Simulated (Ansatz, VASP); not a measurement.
# Hf (Hafnium) in two plane-wave programs, part 2 of 2

One calculation is typed for both programs; each brings its own data sets. How far apart do they land? The cell is taken from a series of runs on this material, whose earlier steps may have relaxed, scaled, displaced or heated it; both programs get it as it stands.

VASP 6.6.1 and Ansatz 0.2.0.

So far: Set-up; Ansatz: zone-centre phonons, LDA; VASP: zone-centre phonons, LDA.

**3. VASP: zone-centre phonons, LDA (continued)**

Level of this step: LDA; plane waves and PAW (Hf_pv) (VASP).

Numbers of over 12 decimals in the logs are rounded to 6 here.

Parts of OUTCAR (step 3):

```text
ion  position               nearest neighbor table
   1  0.333  0.667  0.250-   2 3.00   2 3.00   2 3.00   2 3.00   2 3.00   2 3.00
   2  0.667  0.333  0.750-   1 3.00   1 3.00   1 3.00   1 3.00   1 3.00   1 3.00

  LATTYP: Found a hexagonal cell.
 ALAT       =     3.0514709156
 C/A-ratio  =     1.5913172167

 Subroutine GETGRP returns: Found 24 space group operations
 (whereof 12 operations were pure point group operations)

The static configuration has the point symmetry D_3d.
 The point group associated with its full space group is D_6h.

 Found    135 irreducible k-points:

   k-points           NKPTS =    135   k-points in BZ     NKDIM =    135   number of bands    NBANDS=     16

   dimension x,y,z NGX =    24 NGY =   24 NGZ =   36
   dimension x,y,z NGXF=    48 NGYF=   48 NGZF=   72

   ENCUT  =  500.0 eV  36.75 Ry    6.06 a.u.   5.56  5.56  8.85*2*pi/ulx,y,z

   NELECT =      20.0000    total number of electrons

 k-points in reciprocal lattice and weights: Automatic mesh
   0.00000000  0.00000000  0.00000000       0.001
   0.06666667  0.00000000  0.00000000       0.003
   0.13333333  0.00000000  0.00000000       0.003
   0.20000000 -0.00000000  0.00000000       0.003
   0.26666667  0.00000000  0.00000000       0.003
   0.33333333 -0.00000000  0.00000000       0.003
   0.40000000  0.00000000  0.00000000       0.003
   0.46666667  0.00000000  0.00000000       0.003
   0.06666667  0.06666667  0.00000000       0.003
[...]
0.33333333  0.26666667  0.50000000       0.007
   0.33333333  0.33333333  0.50000000       0.001

 average (electrostatic) potential at core
       1 -36.2860       2 -36.2860

  Total        2.0212360      2.0212360      2.0191393      0.0000000      0.0000000      0.0000000
  in kB       82.7013315     82.7013315     82.6155436      0.0000000      0.0000000      0.0000000
  external PRESSURE =      82.6727355 kB  Pullay stress =       0.0000000 kB

  energy-cutoff  :      500.00
  volume of cell :       39.16
      direct lattice vectors                 reciprocal lattice vectors
     3.051470916  0.000000000  0.000000000     0.327710808  0.189203923  0.000000000
    -1.525735458  2.642651332  0.000000000     0.000000000  0.378407847  0.000000000
     0.000000000  0.000000000  4.855858204     0.000000000  0.000000000  0.205936821

 POSITION                                       TOTAL-FORCE (eV/Angst)
 -----------------------------------------------------------------------------------
      0.00000      1.76177      1.21396         0.000000      0.000000      0.000000
      1.52574      0.88088      3.64189        -0.000000      0.000000      0.000000
 -----------------------------------------------------------------------------------
    total drift:                               -0.000000     -0.000000      0.000000

 Eigenvectors and eigenvalues of the dynamical matrix
 ----------------------------------------------------

   1 f  =    4.102560 THz    25.777146 2PiTHz  136.846680 cm-1    16.966818 meV
             X         Y         Z           dx          dy          dz
      0.000000  1.761768  1.213965     0.000000    0.000000    0.707107
      1.525735  0.880884  3.641894    -0.000000    0.000000   -0.707107

   2 f  =    1.940639 THz    12.193392 2PiTHz   64.732737 cm-1     8.025833 meV
             X         Y         Z           dx          dy          dz
      0.000000  1.761768  1.213965     0.707107    0.000000   -0.000000
      1.525735  0.880884  3.641894    -0.707107   -0.000000   -0.000000

   3 f  =    1.940639 THz    12.193392 2PiTHz   64.732737 cm-1     8.025833 meV
             X         Y         Z           dx          dy          dz
      0.000000  1.761768  1.213965    -0.000000    0.707107   -0.000000
      1.525735  0.880884  3.641894     0.000000   -0.707107   -0.000000

   4 f  =    0.000000 THz     0.000000 2PiTHz    0.000001 cm-1     0.000000 meV
             X         Y         Z           dx          dy          dz
      0.000000  1.761768  1.213965     0.689065   -0.156113   -0.028612
      1.525735  0.880884  3.641894     0.689065   -0.156113   -0.028612

   5 f/i=    0.000000 THz     0.000000 2PiTHz    0.000001 cm-1     0.000000 meV
             X         Y         Z           dx          dy          dz
      0.000000  1.761768  1.213965     0.158655    0.674081    0.142982
      1.525735  0.880884  3.641894     0.158655    0.674081    0.142982

   6 f/i=    0.000000 THz     0.000000 2PiTHz    0.000002 cm-1     0.000000 meV
             X         Y         Z           dx          dy          dz
      0.000000  1.761768  1.213965    -0.004291   -0.145753    0.691909
      1.525735  0.880884  3.641894    -0.004291   -0.145753    0.691909

 ELASTIC MODULI CONTR FROM IONIC RELAXATION (kBar)
 Direction    XX          YY          ZZ          XY          YZ          ZX
 --------------------------------------------------------------------------------
 XX        -202.7606    202.7606      0.0000     -0.0000      0.0000      0.0000
 YY         202.7606   -202.7606      0.0000      0.0000      0.0000      0.0000
 ZZ           0.0000      0.0000      0.0000      0.0000      0.0000      0.0000
 XY          -0.0000      0.0000      0.0000   -202.7606      0.0000      0.0000
 YZ           0.0000      0.0000      0.0000      0.0000      0.0000      0.0000
 ZX           0.0000      0.0000      0.0000      0.0000      0.0000      0.0000
 --------------------------------------------------------------------------------
```

**4. Side by side**

Known differences besides the potentials themselves: the data sets hold 52 valence electrons in Ansatz (on its PAW soft_1 files) and 20 in VASP; the cutoff is 420 eV in Ansatz and 500 eV in VASP; VASP's log shows a relativistic correction to its local exchange, Ansatz's none. Total energies have different zeros and are not compared.

Compared:

```csv
quantity,Ansatz,VASP,difference
optical mode 1 to 2 (cm⁻¹),65.9,64.7,+1.85 %
optical mode 3 (cm⁻¹),136.8,136.8,-0.03 %
```

Modes are paired by rising frequency, not by their patterns, so a pair may set unlike modes beside each other; they are those without the splitting of longitudinal modes.

**5. Outcome**

```
r.m.s. difference of the optical zone-centre modes, each program's sorted by frequency (zone-centre phonons, LDA) : 0.98 cm⁻¹
difference in optical mode 1 to 2 (zone-centre phonons, LDA)                                                      : +1.8 %
```

The r.m.s. difference of the optical zone-centre modes, each program's sorted by frequency is 0.98 cm⁻¹ (zone-centre phonons, LDA). The data sets hold unlike numbers of valence electrons (52 in Ansatz and 20 in VASP), so part of the differences comes from the potentials. Among the rows given in per cent, the largest difference of the zone-centre phonons, LDA pair is in optical mode 1 to 2, +1.8 %. How closely two codes agree says nothing of how well the functional describes the real material.

[Lines on the potential files, build, host, timing and source positions are cut from VASP's logs without a mark.]

[Logs are printed without paths, hosts, clocks, repeated set-up lines and the standing remarks that a program may print on its own settings, such as how far it seeks lower states.]

[Hosts, paths, dates, database ids (printed as entryN), source tags and the programs' standing remarks are cut or masked in the printed files.]
